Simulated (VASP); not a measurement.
```xyz
2
Lattice="0.0000 2.9320 2.9320 2.9320 0.0000 2.9320 2.9320 2.9320 0.0000" Properties=species:S:1:pos:R:3 pbc="T T T"
Cd     0.0000     0.0000     0.0000
S      1.4660     1.4660     1.4660
```

Level of theory: PBE GGA with D3 dispersion (Becke-Johnson damping), VASP's PBE PAW potentials (set 64) (plane waves; VASP). Numerical set-up: 520 eV cut-off, Gaussian smearing of 0.050 eV, potentials Cd S.

Problem. Give the energies of bands 6 to 11 at the high-symmetry points, in eV from the valence-band maximum.

Solution. 
```tsv
band	Γ	X	U	L	W
6	-7.21	-6.78	-6.66	-6.85	-6.61
7	0.00	-3.88	-3.86	-4.31	-3.82
8	0.00	-1.82	-2.46	-0.73	-2.20
9	0.00	-1.82	-1.48	-0.73	-2.14
10	1.11	3.58	4.24	2.99	5.37
11	6.55	4.33	5.42	7.01	5.44
```

The gap is direct, 1.11 eV, from the valence maximum at Γ to the conduction minimum at Γ.

Measured: gap 2.48 eV at 4 K (computed value off by -1.37 eV), as given by arXiv:1206.3780.

The compound is CdS in the zinc blende structure, a metastable form; wurtzite is the usual one. It was relaxed first.
